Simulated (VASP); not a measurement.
Energy against volume of CoSi2 (fluorite). Computed with optB88-vdW, VASP's PBE PAW potentials (set 64) (plane waves; VASP). Run with 520 eV cut-off, 10×10×10 Γ-centred mesh, first-order Methfessel-Paxton smearing of 0.10 eV, potentials Co Si.

```csv
V (Å³/atom),E (eV/atom)
12.151,-4.58969
12.539,-4.61059
12.927,-4.61675
13.314,-4.61047
```

Fit these four points and predict the energy of the run at 13.702 Å³/atom.

A cubic in V^(−2/3), the third-order Birch-Murnaghan form, passes through the four points with V0 = 12.91 Å³/atom and B0 = 172 GPa, and gives -4.5936 eV/atom there. The run gave -4.5937 eV/atom, -0.1 meV/atom from the fit; all five points give B0 = 172 GPa.

The compound is CoSi2 in the fluorite structure. It was relaxed first. The run is not spin-polarised, so no magnetic state was tried.
